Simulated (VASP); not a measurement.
Crystal: TiN.

```
Ti N
1.0
     0.00000    2.12000    2.12000
     2.12000    0.00000    2.12000
     2.12000    2.12000    0.00000
Ti N
1 1
Direct
  0.00000 0.00000 0.00000
  0.50000 0.50000 0.50000
```

The cell was built by a generator and isn't the measured one.

Base run:

| Item | Value |
| --- | --- |
| Program | VASP 6.6.1 |
| Functional | PBEsol |
| Potentials or basis | VASP PAW PBE potentials, release 64 (Ti_sv, N) |
| Cutoff | 520 eV |
| k mesh | 20 × 20 × 20 |
| Occupations | fermi-dirac, width 0.05 eV |
| Spin | no spin polarisation |

Its results: band gap on the k mesh none (metal or under the smearing width); pressure -6.8 GPa.

Q: The run is repeated on the same cell with these changes: functional from PBEsol to PBE. What comes out?

A: Band gap on the k mesh none (metal or under the smearing width); pressure 1.8 GPa.

PBE binds less tightly than PBEsol, so the same cell stands under more pressure.

Caveats: the PAW data sets were made with another functional, which shifts forces and pressure a little (some runs).
